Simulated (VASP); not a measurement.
VASP runs on Cs (bcc) share one base input (PBE GGA, plane waves, VASP's PBE PAW potentials (set 64)) and change the settings named in each case.

### INCAR
```
SYSTEM  =  Cs
LASPH  =  T   ! aspherical one-centre terms
ISIF  =  2
NELM  =  100
ENCUT  =  400   ! plane-wave cut-off (eV)
GGA  =  PE
PREC  =  Accurate
LMAXMIX  =  4
EDIFF  =  1E-6   ! SCF stop (eV)
SIGMA  =  0.1
LCHARG  =  F
LREAL  =  F   ! projection in real space or not
ALGO  =  Normal   ! blocked Davidson
ISMEAR  =  1   ! Methfessel-Paxton
LWAVE  =  F
```

File KPOINTS:
```
Automatic mesh
0
Gamma
8 8 8
0 0 0
```

File POSCAR:
```
Cs
1
   -3.0500000000     3.0500000000     3.0500000000
    3.0500000000    -3.0500000000     3.0500000000
    3.0500000000     3.0500000000    -3.0500000000
Cs
1
Direct
  0.0000000000   0.0000000000   0.0000000000
```

POTCAR, in this order: Cs_sv (PBE.64 set). Program: vasp_std.

```
change                                                                          E(σ→0) (eV/atom)  pressure (GPa)
------------------------------------------------------------------------------  ----------------  --------------
base run                                                                                 -0.8430            0.06
GGA = RP                                                                                 -0.7143            0.31
AGGAC = 0.0, GGA = BO, LUSE_VDW = .TRUE., PARAM1 = 0.1833333333, PARAM2 = 0.22            2.0462           -0.20
GGA removed, LMIXTAU = .TRUE., METAGGA = R2SCAN                                         -25.0031            0.17
IVDW = 12                                                                                -0.9331           -0.07
IVDW = 11                                                                                -0.9548            0.01
IVDW = 13                                                                                -0.9081           -0.03
```
 Energies of different potentials or functionals have different zeros. Unless said otherwise, spin-orbit coupling is left out, though it shifts the bands of the heavy elements here.

Left out are runs that ran out of time, are held back, or changed the cell or the kind of run, fixed moments of cells without a moment, rows past the twelfth, gaps on odd meshes, pressures of charged cells and columns that move by less than the noise.

The compound is Cs in the bcc structure. The cell was not relaxed at this level.
